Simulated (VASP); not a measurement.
```
CELL_PARAMETERS angstrom
      3.57072     0.00000     0.00000
     -1.78536     3.09233     0.00000
      0.00000     0.00000     7.52520
ATOMIC_POSITIONS crystal
  Ba 0.00000 0.00000 0.00000
  Ba 0.00000 0.00000 0.50000
  S  0.33333 0.66667 0.25000
  S  0.66667 0.33333 0.75000
```

Computed with PBEsol GGA, VASP's PBE PAW potentials (set 64) (plane waves; VASP). Numerical set-up: 500 eV cut-off, 7×7×3 Γ-centred mesh, Gaussian smearing of 0.050 eV, potentials Ba_sv S.

Task: What does the run give for the energy per atom (σ→0), pressure?

Result: 
| Property | Value |
|---|---|
| energy per atom (σ→0) | -4.062 eV/atom |
| pressure | 45.00 GPa |

Only differences to runs with the same potentials and settings are physical.

The structure was generated: BaS was put into the NiAs type type (P6_3/mmc), which need not be its known phase. It was relaxed first under an external pressure of 45 GPa.
